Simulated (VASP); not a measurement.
Data:

```
KF
1.0
    0.00000     2.69308     2.69308
    2.69308     0.00000     2.69308
    2.69308     2.69308     0.00000
K F
1 1
Direct
  0.00000   0.00000   0.00000
  0.50000   0.50000   0.50000
```

Level of theory: PBE GGA with D4 dispersion, VASP's PBE PAW potentials (set 64) (plane waves; VASP). Numerical set-up: 520 eV cut-off, Gaussian smearing of 0.050 eV, potentials K_sv F.

Problem. Give the energies of bands 6 to 10 at the high-symmetry points, in eV from the valence-band maximum.

Solution. 
| band | Γ | X | U | L | W |
|---|---|---|---|---|---|
| 6 | 0.00 | -0.22 | -0.33 | -0.77 | -0.39 |
| 7 | 0.00 | -0.06 | -0.20 | -0.33 | -0.17 |
| 8 | 0.00 | -0.06 | -0.19 | -0.33 | -0.17 |
| 9 | 6.04 | 8.18 | 8.89 | 8.97 | 9.65 |
| 10 | 10.61 | 10.17 | 10.60 | 10.43 | 9.65 |

The gap is direct, 6.04 eV, from the valence maximum at Γ to the conduction minimum at Γ.

Measured: gap 10.90 eV (computed value off by -4.86 eV), as given by David Koller et al., Journal of Physics Condensed Matter (2013), arXiv:1304.4470.

The compound is KF in the rock salt structure. It was relaxed first.
